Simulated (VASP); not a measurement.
Output of a VASP run:

File OSZICAR:
```
       N       E                     dE             d eps       ncg     rms          rms(c)
DAV:   1     0.359441436425E+02    0.35944E+02   -0.86319E+03  1456   0.114E+03
DAV:   2    -0.748307772964E+01   -0.43427E+02   -0.42322E+02  1586   0.223E+02
DAV:   3    -0.911628248602E+01   -0.16332E+01   -0.15196E+01  1962   0.266E+01
DAV:   4    -0.914514744867E+01   -0.28865E-01   -0.28751E-01  1771   0.379E+00
DAV:   5    -0.914607648031E+01   -0.92903E-03   -0.92884E-03  2175   0.506E-01    0.224E+01
DAV:   6    -0.914424958455E+01    0.18269E-02   -0.23525E-02  1681   0.122E+00    0.134E+01
DAV:   7    -0.915149833295E+01   -0.72487E-02   -0.43016E-02  1581   0.165E+00    0.210E-01
DAV:   8    -0.915116293681E+01    0.33540E-03   -0.24133E-03  1716   0.363E-01    0.608E-02
DAV:   9    -0.915117629814E+01   -0.13361E-04   -0.21788E-04  1901   0.107E-01    0.389E-02
DAV:  10    -0.915117063845E+01    0.56597E-05   -0.32032E-05  1701   0.394E-02    0.453E-02
DAV:  11    -0.915117266490E+01   -0.20265E-05   -0.56807E-06  1636   0.169E-02    0.537E-03
DAV:  12    -0.915117271791E+01   -0.53017E-07   -0.28732E-07  1812   0.360E-03
   1 F= -.91511727E+01 E0= -.91516532E+01  d E =-.915117E+01
```

### OUTCAR
```
------------------------ aborting loop because EDIFF is reached ----------------------------------------
  FORCE on cell =-STRESS in cart. coord.  units (eV):
  Direction    XX          YY          ZZ          XY          YZ          ZX
  --------------------------------------------------------------------------------------
  Total       -0.6519564     -0.6519563     -0.4536949     -0.0000000      0.0000000      0.0000000
  in kB      -15.1997677    -15.1997656    -10.5774815     -0.0000000      0.0000000      0.0000000
  external PRESSURE =     -13.6590050 kB  Pullay stress =       0.0000000 kB
  volume of cell :       68.72
      direct lattice vectors                 reciprocal lattice vectors
     1.863932246 -3.228425128  0.000000000     0.268250094 -0.154874275  0.000000000
     1.863932246  3.228425128  0.000000000     0.268250094  0.154874275  0.000000000
     0.000000000  0.000000000  5.710068571     0.000000000  0.000000000  0.175129245
 POSITION                                       TOTAL-FORCE (eV/Angst)
 -----------------------------------------------------------------------------------
      1.86393      1.07614      1.42752        -0.000000      0.000000      0.000000
      1.86393     -1.07614      4.28255         0.000000      0.000000      0.000000
 -----------------------------------------------------------------------------------
    total drift:                                0.000005      0.000119     -0.000010
  FREE ENERGIE OF THE ION-ELECTRON SYSTEM (eV)
  ---------------------------------------------------
  free  energy   TOTEN  =        -9.1511727179 eV

  energy  without entropy=       -9.1526141977  energy(sigma->0) =       -9.15165321

 reached required accuracy - stopping structural energy minimisation
```
(Selected blocks of OUTCAR.)

POSCAR:
```
Gd
1
    1.8639322463    -3.2284251279     0.0000000000
    1.8639322463     3.2284251279     0.0000000000
    0.0000000000     0.0000000000     5.7100685706
Gd
2
Direct
  0.3333330000   0.6666670000   0.2500000000
  0.6666670000   0.3333330000   0.7500000000
```

Question: Reconstruct the remaining input files.

Answer: This is not unique; one that fits is the input of the run itself, PBE GGA, plane waves, VASP's PBE PAW potentials (set 64).

KPOINTS:
```
Automatic mesh
0
Gamma
10 10 6
0 0 0
```

INCAR:
```
ALGO = Normal
EDIFF = 1E-7
EDIFFG = -0.01
ENCUT = 480
GGA = PE
IBRION = 2
ISIF = 2
ISMEAR = 1
LASPH = .TRUE.
LCHARG = .FALSE.
LMAXMIX = 6
LREAL = .FALSE.
LWAVE = .FALSE.
NELM = 100
NSW = 30
PREC = Accurate
SIGMA = 0.1
SYSTEM = Gd
```

POTCAR, in this order: Gd_3 (PBE.64 set). Program: vasp_std.

The 4f electrons are frozen in the core of the lanthanide potential, so 4f levels, which can set the real gap, and their magnetism are missing.

The compound is Gd in the hcp structure. This cell was strained or had an atom moved on purpose.
